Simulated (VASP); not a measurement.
# NaCl: convergence with the k-mesh and SCF threshold, part 2 of 2

How sensitive are energy and pressure of NaCl to the k-mesh and SCF threshold? The series runs use r2SCAN. The start is a cell from a database of measured crystal structures.

VASP 6.6.1; r2SCAN; plane waves and PAW (Na_pv, Cl).

So far. Step 7 (K-mesh: 8 8 8): Against the run before the energy moves by -0.01 meV an atom while the pressure stays within 0.01 GPa, after 13 cycles in 17 s.

The database entry behind the starting cell differs from later determinations by our own check (an axis about 0.4 % short against later determinations), so it need not match the best structure at ambient conditions.

## Step 8: K-mesh: 10 10 10

Input file INCAR:

```
SYSTEM = NaCl
PREC = Accurate
ENCUT = 400
EDIFF = 1E-06
NELM = 100
ISMEAR = -1
SIGMA = 0.05
LREAL = .FALSE.
ALGO = Normal
METAGGA = R2SCAN
LASPH = .TRUE.
NBANDS = 13
LORBIT = 11
LWAVE = .FALSE.
LCHARG = .FALSE.
KPAR = 2
ISIF = 2
```

Input file POSCAR:

```
NaCl
1.0
    0.0000000000      2.8100000000      2.8100000000
    2.8100000000      0.0000000000      2.8100000000
    2.8100000000      2.8100000000      0.0000000000
Na Cl
1 1
Direct
    0.0000000000      0.0000000000      0.0000000000
    0.5000000000      0.5000000000      0.5000000000
```

Input file KPOINTS:

```
Automatic mesh
0
Gamma
10 10 10
0 0 0
```

PAW data sets: Na_pv and Cl (PBE family, release 64).

Run with:

```
$ mpirun -np 2 vasp_std
```

The program printed:

```text
[... set-up lines as in an earlier step ...]
 entering main loop
       N       E                     dE             d eps       ncg     rms          rms(c)
DAV:   1     0.801370230408E+02    0.80137E+02   -0.64582E+03  1251   0.917E+02
DAV:   2    -0.894788137848E+01   -0.89085E+02   -0.83381E+02  1351   0.248E+02
DAV:   3    -0.158471161895E+02   -0.68992E+01   -0.68562E+01  1562   0.688E+01
DAV:   4    -0.159635890032E+02   -0.11647E+00   -0.11643E+00  1382   0.992E+00
[...]
DAV:  11    -0.137884996554E+02   -0.18307E-04   -0.66671E-05  1332   0.691E-02    0.509E-02
DAV:  12    -0.137885032853E+02   -0.36299E-05   -0.52386E-06  1482   0.169E-02    0.276E-03
DAV:  13    -0.137885034593E+02   -0.17394E-06   -0.13121E-07   867   0.338E-03
   1 F= -.13788503E+02 E0= -.13788503E+02  d E =-.227866E-10
```

Wall time 26 s (2 MPI ranks of AMD EPYC 9R45, shared host); peak memory 0.26 GiB.

From OUTCAR (step 8):

```text
  Total       -0.1794933     -0.1794933     -0.1794933     -0.0000000     -0.0000000      0.0000000
  in kB       -6.4805211     -6.4805211     -6.4805211     -0.0000000     -0.0000000      0.0000000
  external PRESSURE =      -6.4805211 kB  Pullay stress =       0.0000000 kB

 POSITION                                       TOTAL-FORCE (eV/Angst)
 -----------------------------------------------------------------------------------
      0.00000      0.00000      0.00000        -0.000000     -0.000000      0.000000
      2.81000      2.81000      2.81000         0.000000      0.000000     -0.000000
 -----------------------------------------------------------------------------------
    total drift:                                0.000000      0.000000      0.000000

  FREE ENERGIE OF THE ION-ELECTRON SYSTEM (eV)
  ---------------------------------------------------
  free  energy   TOTEN  =       -13.7885034593 eV

  energy  without entropy=      -13.7885034592  energy(sigma->0) =      -13.78850346

[... 1 part as in an earlier step ...]

[... 2 further parts left out ...]
[key lines of the parts left out:]
E-fermi :  -0.0039
```

Against the run before the energy moves by -0.03 meV an atom while the pressure stays within 0.01 GPa, after 13 cycles in 26 s.

## Step 9: K-mesh: 13 13 13

INCAR is that of step 8.

POSCAR is that of step 8.

Input file KPOINTS:

```
Automatic mesh
0
Gamma
13 13 13
0 0 0
```

Run with:

```
$ mpirun -np 2 vasp_std
```

The program printed:

```text
[... set-up lines as in an earlier step ...]
 entering main loop
       N       E                     dE             d eps       ncg     rms          rms(c)
DAV:   1     0.785895952250E+02    0.78590E+02   -0.65097E+03  2251   0.923E+02
DAV:   2    -0.932446346432E+01   -0.87914E+02   -0.82382E+02  2412   0.251E+02
DAV:   3    -0.158575012209E+02   -0.65330E+01   -0.64971E+01  2844   0.683E+01
DAV:   4    -0.159637731993E+02   -0.10627E+00   -0.10623E+00  2527   0.960E+00
[...]
DAV:  11    -0.137884800567E+02   -0.17335E-04   -0.68406E-05  2434   0.694E-02    0.499E-02
DAV:  12    -0.137884832192E+02   -0.31625E-05   -0.52852E-06  2644   0.168E-02    0.247E-03
DAV:  13    -0.137884833681E+02   -0.14894E-06   -0.13235E-07  1621   0.337E-03
   1 F= -.13788483E+02 E0= -.13788483E+02  d E =-.669574E-10
```

Run time: 43 s. Hardware: 2 MPI ranks; peak memory 0.28 GiB; 84 s of CPU time.

OUTCAR, selected parts (step 9):

```text
  Total       -0.1796385     -0.1796385     -0.1796385      0.0000000      0.0000000      0.0000000
  in kB       -6.4857623     -6.4857623     -6.4857623      0.0000000      0.0000000      0.0000000
  external PRESSURE =      -6.4857623 kB  Pullay stress =       0.0000000 kB

  FREE ENERGIE OF THE ION-ELECTRON SYSTEM (eV)
  ---------------------------------------------------
  free  energy   TOTEN  =       -13.7884833681 eV

  energy  without entropy=      -13.7884833681  energy(sigma->0) =      -13.78848337

[... 2 parts as in an earlier step ...]

[... 2 further parts left out ...]
[key lines of the parts left out:]
E-fermi :  -0.0611
```

Against the run before the energy moves by +0.01 meV an atom while the pressure stays within 0.01 GPa, after 13 cycles in 43 s.

## Step 10: The k-mesh series as a table

This step: convergence of r2SCAN results with the mesh; plane waves and PAW (VASP 6.6.1).

No new run; the numbers come from the runs before.

Differences are taken from the run with 13 13 13. Results of the series, by row:

```csv
setting,status,energy less the reference (meV/atom),pressure (GPa),gap (eV),SCF cycles,wall time (s)
2 2 2,converged,122.8,1.314,5.882,13,3.6
3 3 3,converged,8.104,-0.4726,5.956,13,5.2
4 4 4,converged,0.7994,-0.6342,5.964,13,7
5 5 5,converged,0.0067,-0.6468,5.965,13,8
6 6 6,converged,0.03056,-0.65,5.965,13,10.6
8 8 8,converged,0.01697,-0.6494,5.965,13,17.4
10 10 10,converged,-0.01005,-0.6481,5.965,13,26
13 13 13,converged,0,-0.6486,5.965,13,43
```

## Step 11: SCF threshold: EDIFF = 0.01

This step: r2SCAN; plane waves and PAW (Na_pv, Cl) (VASP 6.6.1).

EDIFF stops the electronic loop; forces need it tighter than energies do.

INCAR: that of step 9 with these lines changed.

```diff
@@ -3,3 +3,3 @@
 ENCUT = 400
-EDIFF = 1E-06
+EDIFF = 0.01
 NELM = 100
```

POSCAR is that of step 9.

Input file KPOINTS:

```
Automatic mesh
0
Gamma
8 8 8
0 0 0
```

Run with:

```
$ mpirun -np 2 vasp_std
```

The program printed:

```text
[... set-up lines as in an earlier step ...]
 entering main loop
       N       E                     dE             d eps       ncg     rms          rms(c)
[... 4 cycles as in an earlier step ...]
DAV:   5    -0.159662798257E+02   -0.25426E-02   -0.25425E-02   943   0.145E+00    0.222E+00
DAV:   6    -0.137969943995E+02    0.21693E+01   -0.54385E-01   759   0.747E+00    0.228E+00
DAV:   7    -0.137808890999E+02    0.16105E-01   -0.16053E-01   894   0.291E+00    0.122E+00
DAV:   8    -0.137863620815E+02   -0.54730E-02   -0.69564E-03   844   0.608E-01
   1 F= -.13786362E+02 E0= -.13786362E+02  d E =-.175180E-10
```

Wall time 11 s (2 MPI ranks); peak memory 0.25 GiB.

OUTCAR, selected parts (step 11):

```text
   NELECT =      14.0000    total number of electrons

 E-fermi :  -0.0487

 k-point     1 :       0.0000    0.0000    0.0000
  band No.  band energies     occupation
    ...
      3     -22.5507      2.00000
      4     -14.4176      2.00000
      5      -1.1623      2.00000
      6      -1.1623      2.00000
      7      -1.1623      2.00000
      8       4.7939      0.00000
      9      10.6145      0.00000
     10      10.6145      0.00000
     11      10.6145      0.00000
     12      12.8905      0.00000
    ...

  Total        0.4548434      0.4548434      0.4548434     -0.0000000      0.0000000      0.0000000
  in kB       16.4219029     16.4219029     16.4219029     -0.0000000      0.0000000      0.0000000
  external PRESSURE =      16.4219029 kB  Pullay stress =       0.0000000 kB

 POSITION                                       TOTAL-FORCE (eV/Angst)
 -----------------------------------------------------------------------------------
      0.00000      0.00000      0.00000         0.000000      0.000000      0.000000
      2.81000      2.81000      2.81000        -0.000000      0.000000     -0.000000
 -----------------------------------------------------------------------------------
    total drift:                                0.000000      0.000000      0.000000

  FREE ENERGIE OF THE ION-ELECTRON SYSTEM (eV)
  ---------------------------------------------------
  free  energy   TOTEN  =       -13.7863620815 eV

  energy  without entropy=      -13.7863620815  energy(sigma->0) =      -13.78636208

[... 7 parts as in an earlier step ...]

[... 10 further parts left out ...]
```

This step gave:

- SCF cycles: 8
- irreducible k-points: 29
- Fermi energy: -0.0487 eV
- pressure: 1.642 GPa
- gap on the k-mesh: 5.956 eV
- least direct gap on the k-mesh: 5.956 eV

The series starts at -6.8932 eV an atom and 1.64 GPa, after 8 cycles in 11 s.

## Step 12: SCF threshold: EDIFF = 0.001

INCAR: that of step 11 with these lines changed.

```diff
@@ -3,3 +3,3 @@
 ENCUT = 400
-EDIFF = 0.01
+EDIFF = 0.001
 NELM = 100
```

POSCAR is that of step 11.

KPOINTS is that of step 11.

Run with:

```
$ mpirun -np 2 vasp_std
```

The program printed:

```text
[... set-up lines as in an earlier step ...]
 entering main loop
       N       E                     dE             d eps       ncg     rms          rms(c)
[... 9 cycles as in an earlier step ...]
DAV:  10    -0.137884279675E+02   -0.41575E-04   -0.86076E-05   482   0.810E-02
   1 F= -.13788428E+02 E0= -.13788428E+02  d E =-.522831E-10
```

The job ended after 14 s (2 MPI ranks; peak memory 0.25 GiB; 26 s of CPU time).

Parts of OUTCAR (step 12):

```text
  Total       -0.2276313     -0.2276313     -0.2276313     -0.0000000      0.0000000     -0.0000000
  in kB       -8.2185191     -8.2185191     -8.2185191     -0.0000000      0.0000000     -0.0000000
  external PRESSURE =      -8.2185191 kB  Pullay stress =       0.0000000 kB

 POSITION                                       TOTAL-FORCE (eV/Angst)
 -----------------------------------------------------------------------------------
      0.00000      0.00000      0.00000        -0.000000     -0.000000     -0.000000
      2.81000      2.81000      2.81000         0.000000      0.000000      0.000000
 -----------------------------------------------------------------------------------
    total drift:                                0.000000      0.000000      0.000000

  FREE ENERGIE OF THE ION-ELECTRON SYSTEM (eV)
  ---------------------------------------------------
  free  energy   TOTEN  =       -13.7884279675 eV

  energy  without entropy=      -13.7884279674  energy(sigma->0) =      -13.78842797

[... 2 parts as in an earlier step ...]

[... 1 further part left out ...]
[key lines of the parts left out:]
E-fermi :  -0.0400
```

Against the run before the energy moves by -1.03 meV an atom and the pressure by -2.46 GPa, after 10 cycles in 14 s.

## Step 13: SCF threshold: EDIFF = 1E-04

INCAR: that of step 12 with these lines changed.

```diff
@@ -3,3 +3,3 @@
 ENCUT = 400
-EDIFF = 0.001
+EDIFF = 1E-04
 NELM = 100
```

POSCAR is that of step 12.

KPOINTS is that of step 12.

Run with:

```
$ mpirun -np 2 vasp_std
```

The program printed:

```text
[... set-up lines as in an earlier step ...]
 entering main loop
       N       E                     dE             d eps       ncg     rms          rms(c)
[... 9 cycles as in an earlier step ...]
DAV:  10    -0.137884288685E+02   -0.42476E-04   -0.95082E-05   979   0.810E-02
   1 F= -.13788429E+02 E0= -.13788429E+02  d E =-.523496E-10
```

It took 14 s on 2 MPI ranks; peak memory 0.25 GiB; 27 s of CPU time.

OUTCAR, selected parts (step 13):

```text
  Total       -0.2298763     -0.2298763     -0.2298763     -0.0000000     -0.0000000     -0.0000000
  in kB       -8.2995755     -8.2995755     -8.2995755     -0.0000000     -0.0000000     -0.0000000
  external PRESSURE =      -8.2995755 kB  Pullay stress =       0.0000000 kB

 POSITION                                       TOTAL-FORCE (eV/Angst)
 -----------------------------------------------------------------------------------
      0.00000      0.00000      0.00000         0.000000      0.000000      0.000000
      2.81000      2.81000      2.81000        -0.000000     -0.000000     -0.000000
 -----------------------------------------------------------------------------------
    total drift:                                0.000000      0.000000      0.000000

  FREE ENERGIE OF THE ION-ELECTRON SYSTEM (eV)
  ---------------------------------------------------
  free  energy   TOTEN  =       -13.7884288685 eV

  energy  without entropy=      -13.7884288684  energy(sigma->0) =      -13.78842887

[... 2 parts as in an earlier step ...]

[... 1 further part left out ...]
[key lines of the parts left out:]
E-fermi :  -0.0401
```

Against the run before the energy stays within 0.01 meV an atom; the pressure moves by -0.01 GPa, after 10 cycles in 14 s.

## Step 14: SCF threshold: EDIFF = 1E-05

INCAR: that of step 13 with these lines changed.

```diff
@@ -3,3 +3,3 @@
 ENCUT = 400
-EDIFF = 1E-04
+EDIFF = 1E-05
 NELM = 100
```

POSCAR is that of step 13.

KPOINTS is that of step 13.

Run with:

```
$ mpirun -np 2 vasp_std
```

The program printed:

```text
[... set-up lines as in an earlier step ...]
 entering main loop
       N       E                     dE             d eps       ncg     rms          rms(c)
[... 11 cycles as in an earlier step ...]
DAV:  12    -0.137884492861E+02   -0.34876E-05   -0.46408E-06   600   0.166E-02
   1 F= -.13788449E+02 E0= -.13788449E+02  d E =-.508498E-10
```

The job ended after 16 s (2 MPI ranks; peak memory 0.25 GiB).

From OUTCAR (step 14):

```text
  Total       -0.1754860     -0.1754860     -0.1754860      0.0000000     -0.0000000      0.0000000
  in kB       -6.3358382     -6.3358382     -6.3358382      0.0000000     -0.0000000      0.0000000
  external PRESSURE =      -6.3358382 kB  Pullay stress =       0.0000000 kB

 POSITION                                       TOTAL-FORCE (eV/Angst)
 -----------------------------------------------------------------------------------
      0.00000      0.00000      0.00000         0.000000     -0.000000      0.000000
      2.81000      2.81000      2.81000        -0.000000      0.000000     -0.000000
 -----------------------------------------------------------------------------------
    total drift:                                0.000000      0.000000      0.000000

  FREE ENERGIE OF THE ION-ELECTRON SYSTEM (eV)
  ---------------------------------------------------
  free  energy   TOTEN  =       -13.7884492861 eV

  energy  without entropy=      -13.7884492861  energy(sigma->0) =      -13.78844929

[... 2 parts as in an earlier step ...]

[... 1 further part left out ...]
[key lines of the parts left out:]
E-fermi :  -0.0434
```

Against the run before the energy moves by -0.01 meV an atom and the pressure by +0.20 GPa, after 12 cycles in 16 s.

## Step 15: SCF threshold: EDIFF = 1E-06

INCAR: that of step 14 with these lines changed.

```diff
@@ -3,3 +3,3 @@
 ENCUT = 400
-EDIFF = 1E-05
+EDIFF = 1E-06
 NELM = 100
```

POSCAR is that of step 14.

KPOINTS is that of step 14.

Run with:

```
$ mpirun -np 2 vasp_std
```

The program printed:

```text
[... set-up lines as in an earlier step ...]
 entering main loop
       N       E                     dE             d eps       ncg     rms          rms(c)
[... 13 cycles as in an earlier step ...]
   1 F= -.13788449E+02 E0= -.13788449E+02  d E =-.509440E-10
```

Wall time 17 s (2 MPI ranks); peak memory 0.25 GiB; 34 s of CPU time.

Parts of OUTCAR (step 15):

```text
[... 6 parts as in an earlier step ...]

[... 1 further part left out ...]
[key lines of the parts left out:]
E-fermi :  -0.0432
```

Against the run before the energy stays within 0.01 meV an atom; the pressure moves by -0.02 GPa, after 13 cycles in 17 s.

## Step 16: SCF threshold: EDIFF = 1E-08

INCAR: that of step 15 with these lines changed.

```diff
@@ -3,3 +3,3 @@
 ENCUT = 400
-EDIFF = 1E-06
+EDIFF = 1E-08
 NELM = 100
```

POSCAR is that of step 15.

KPOINTS is that of step 15.

Run with:

```
$ mpirun -np 2 vasp_std
```

The program printed:

```text
[... set-up lines as in an earlier step ...]
 entering main loop
       N       E                     dE             d eps       ncg     rms          rms(c)
[... 12 cycles as in an earlier step ...]
DAV:  13    -0.137884494319E+02   -0.10805E-06   -0.13519E-07   884   0.329E-03    0.136E-03
DAV:  14    -0.137884501615E+02   -0.72962E-06   -0.29800E-08   889   0.177E-03    0.704E-04
DAV:  15    -0.137884501187E+02    0.42893E-07   -0.14968E-09   545   0.332E-04    0.363E-04
DAV:  16    -0.137884499328E+02    0.18583E-06   -0.38116E-10   502   0.186E-04    0.644E-05
DAV:  17    -0.137884498823E+02    0.50529E-07   -0.12130E-10   477   0.105E-04    0.366E-05
DAV:  18    -0.137884498940E+02   -0.11667E-07   -0.10111E-11   452   0.393E-05    0.491E-06
DAV:  19    -0.137884498901E+02    0.38513E-08    0.43348E-13   457   0.170E-05
   1 F= -.13788450E+02 E0= -.13788450E+02  d E =-.509359E-10
```

Elapsed: 24 s, on 2 MPI ranks; peak memory 0.25 GiB; 46 s of CPU time.

Parts of OUTCAR (step 16):

```text
  Total       -0.1820087     -0.1820087     -0.1820087     -0.0000000      0.0000000      0.0000000
  in kB       -6.5713369     -6.5713369     -6.5713369     -0.0000000      0.0000000      0.0000000
  external PRESSURE =      -6.5713369 kB  Pullay stress =       0.0000000 kB

  FREE ENERGIE OF THE ION-ELECTRON SYSTEM (eV)
  ---------------------------------------------------
  free  energy   TOTEN  =       -13.7884498901 eV

  energy  without entropy=      -13.7884498901  energy(sigma->0) =      -13.78844989

[... 3 parts as in an earlier step ...]

[... 1 further part left out ...]
[key lines of the parts left out:]
E-fermi :  -0.0432
```

Against the run before the energy stays within 0.01 meV an atom; the pressure moves by -0.01 GPa, after 19 cycles in 24 s.

## Step 17: The SCF threshold series as a table

This step: convergence of r2SCAN results with the threshold; plane waves and PAW (VASP 6.6.1).

No new run; the numbers come from the runs before.

Differences are taken from the run with EDIFF = 1E-08. Results of the series, by row:

```csv
setting,status,energy less the reference (meV/atom),pressure (GPa),gap (eV),SCF cycles,wall time (s)
EDIFF = 0.01,converged,1.044,1.642,5.956,8,11.4
EDIFF = 0.001,converged,0.01096,-0.8219,5.956,10,13.6
EDIFF = 1E-04,converged,0.01051,-0.83,5.956,10,13.8
EDIFF = 1E-05,converged,3.00e-4,-0.6336,5.965,12,16
EDIFF = 1E-06,converged,2.30e-4,-0.6494,5.965,13,17.4
EDIFF = 1E-08,converged,0,-0.6571,5.965,19,24
```

## Step 18: Summary of results

```yaml
k_mesh_from_which_the_energy_stays_within_10_mev_atom_of_the_reference: 3 3 3
k_mesh_from_which_the_energy_stays_within_1_mev_atom_of_the_reference: 4 4 4
k_mesh_from_which_the_pressure_stays_within_0p2_gpa_of_the_reference: 3 3 3
spread_of_the_pressure_over_the_k_mesh: 1.96 GPa
spread_of_the_energy_over_the_k_mesh: 123 meV/atom
scf_threshold_from_which_the_energy_stays_within_10_mev_atom_of_the_reference: EDIFF = 0.01
scf_threshold_from_which_the_energy_stays_within_1_mev_atom_of_the_reference: EDIFF = 0.001
scf_threshold_from_which_the_pressure_stays_within_0p2_gpa_of_the_reference: EDIFF = 0.001
spread_of_the_pressure_over_the_scf_threshold: 2.47 GPa
spread_of_the_energy_over_the_scf_threshold: 1.04 meV/atom
```

In words: From 4 4 4 on, the energy stays within 1 meV an atom of the reference, at 16 % of its time. The pressure holds within 0.2 GPa from 3 3 3 on. From EDIFF = 0.001 on, the energy stays within 1 meV an atom of the reference, at 57 % of its time. The pressure holds within 0.2 GPa from EDIFF = 0.001 on. The loosest stop saves 11 of 19 cycles and costs +1.0 meV an atom, +2.30 GPa. Differences are taken from the run with 13 13 13, which is itself not the exact limit. Forces vanish by symmetry in this cell, so the series can't test them. The run at 2 2 2 is over 30 meV an atom or 2 GPa off and describes the material poorly.

[Lines on the potential files, build, host, timing and source positions are cut from VASP's logs without a mark.]

[Logs are printed without paths, hosts, clocks, repeated set-up lines and the standing remarks that a program may print on its own settings, such as how far it seeks lower states.]

[Hosts, paths, dates, database ids (printed as entryN), source tags and the programs' standing remarks are cut or masked in the printed files.]

[A measured line is paired with the nearest computed mode of its activity, which favours agreement.]
